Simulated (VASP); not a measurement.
All values below come from LDA (Ceperley-Alder, Perdew-Zunger), VASP's LDA PAW potentials (set 64) (plane waves; VASP).

Input for VASP

### INCAR
```
# general
SYSTEM   =  PdIn
PREC     =  Accurate
ENCUT    =  500   # plane-wave cut-off (eV)
LREAL    =  .FALSE.   # projection in real space or not
LASPH    =  .TRUE.   # aspherical one-centre terms

# electronic loop
EDIFF    =  1E-6   # SCF stop (eV)
NELM     =  100   # most electronic steps
ALGO     =  Normal   # blocked Davidson
LMAXMIX  =  4   # l cut-off of mixed one-centre charges

# smearing
ISMEAR   =  1
SIGMA    =  0.1   # width (eV)

# ions
IBRION   =  2
NSW      =  40
ISIF     =  3
EDIFFG   =  -0.02   # ionic stop
PSTRESS  =  450   # kbar

# output
LWAVE    =  .FALSE.
LCHARG   =  .FALSE.
```

File KPOINTS:
```
K-points
0
Gamma
  12 12 12
```

**POSCAR**
```
PdIn
1
    3.0284509185    -0.0000000000     0.0000000000
   -0.0000000000     3.0284509185     0.0000000000
   -0.0000000000    -0.0000000000     3.0284509185
In Pd
1 1
Direct
  0.5000000000   0.5000000000   0.5000000000
  0.0000000000   0.0000000000   0.0000000000
```

POTCAR, in this order: In_d Pd (LDA.64 set). Program: vasp_std.

Output of the run:

OUTCAR:
```
 ion  position               nearest neighbor table
   1  0.500  0.500  0.500-   2 2.62   2 2.62   2 2.62   2 2.62   2 2.62   2 2.62   2 2.62   2 2.62
  LATTYP: Found a simple cubic cell.
 ALAT       =     3.0284509185
 Subroutine PRICEL returns:
 Original cell was already a primitive cell.
 Subroutine GETGRP returns: Found 48 space group operations
The static configuration has the point symmetry O_h .
The dynamic configuration has the point symmetry O_h .
 Subroutine INISYM returns: Found 48 space group operations
 Subroutine IBZKPT returns following result:
 Found     84 irreducible k-points:

 Following reciprocal coordinates:
            Coordinates               Weight
  0.000000  0.000000  0.000000      1.000000
  0.083333  0.000000  0.000000      6.000000
  0.166667  0.000000  0.000000      6.000000
  0.250000  0.000000  0.000000      6.000000
  0.333333  0.000000  0.000000      6.000000
  0.416667  0.000000  0.000000      6.000000
  0.500000  0.000000  0.000000      3.000000
  0.083333  0.083333  0.000000     12.000000
  0.166667  0.083333  0.000000     24.000000
  0.250000  0.083333  0.000000     24.000000
...
```

File OSZICAR:
```
       N       E                     dE             d eps       ncg     rms          rms(c)
DAV:   1     0.161909050240E+03    0.16191E+03   -0.11324E+04  2613   0.211E+03
DAV:   2    -0.326826202556E+01   -0.16518E+03   -0.16118E+03  2618   0.422E+02
DAV:   3    -0.103839652131E+02   -0.71157E+01   -0.70704E+01  3157   0.939E+01
DAV:   4    -0.105025936281E+02   -0.11863E+00   -0.11861E+00  3041   0.111E+01
DAV:   5    -0.105080486579E+02   -0.54550E-02   -0.54550E-02  3768   0.217E+00    0.124E+01
DAV:   6    -0.102350183749E+02    0.27303E+00   -0.47514E-01  3045   0.117E+01    0.605E+00
DAV:   7    -0.101578401027E+02    0.77178E-01   -0.82571E-02  3308   0.779E+00    0.195E+00
DAV:   8    -0.101483796794E+02    0.94604E-02   -0.13887E-02  2849   0.141E+00    0.569E-01
DAV:   9    -0.101470935822E+02    0.12861E-02   -0.24384E-03  3304   0.101E+00    0.102E-01
DAV:  10    -0.101470701777E+02    0.23404E-04   -0.96986E-05  3445   0.243E-01    0.558E-02
DAV:  11    -0.101470702499E+02   -0.72174E-07   -0.50683E-06  3305   0.331E-02
   1 F= -.23458318E+01 E0= -.23458975E+01  d E =-.234583E+01
```

### OUTCAR
```
------------------------ aborting loop because EDIFF is reached ----------------------------------------
  FORCE on cell =-STRESS in cart. coord.  units (eV):
  Direction    XX          YY          ZZ          XY          YZ          ZX
  --------------------------------------------------------------------------------------
  Total        7.8243213      7.8243213      7.8243213      0.0000000      0.0000000     -0.0000000
  in kB      451.3314952    451.3314952    451.3314952      0.0000000      0.0000000     -0.0000000
  external PRESSURE =       1.3314952 kB  Pullay stress =     450.0000000 kB
  volume of cell :       27.78
      direct lattice vectors                 reciprocal lattice vectors
     3.028450918  0.000000000  0.000000000     0.330201818  0.000000000  0.000000000
     0.000000000  3.028450918  0.000000000     0.000000000  0.330201818  0.000000000
     0.000000000  0.000000000  3.028450918     0.000000000  0.000000000  0.330201818
 POSITION                                       TOTAL-FORCE (eV/Angst)
 -----------------------------------------------------------------------------------
      1.51423      1.51423      1.51423         0.000000      0.000000      0.000000
      0.00000      0.00000      0.00000         0.000000      0.000000      0.000000
 -----------------------------------------------------------------------------------
    total drift:                                0.000000      0.000000     -0.000000
  FREE ENERGIE OF THE ION-ELECTRON SYSTEM (eV)
  ---------------------------------------------------
  free  energy   TOTEN  =       -10.1470702499 eV

  energy  without entropy=      -10.1472670899  energy(sigma->0) =      -10.14713586
  enthalpy is  TOTEN    =        -2.3458318471 eV   P V=        7.8012384028

 reached required accuracy - stopping structural energy minimisation
```
(Selected blocks of OUTCAR.)

The compound is PdIn in the CsCl type structure. It was relaxed first under an external pressure of 45 GPa. The electron count is odd and the run is not spin-polarised, which forces a metal.
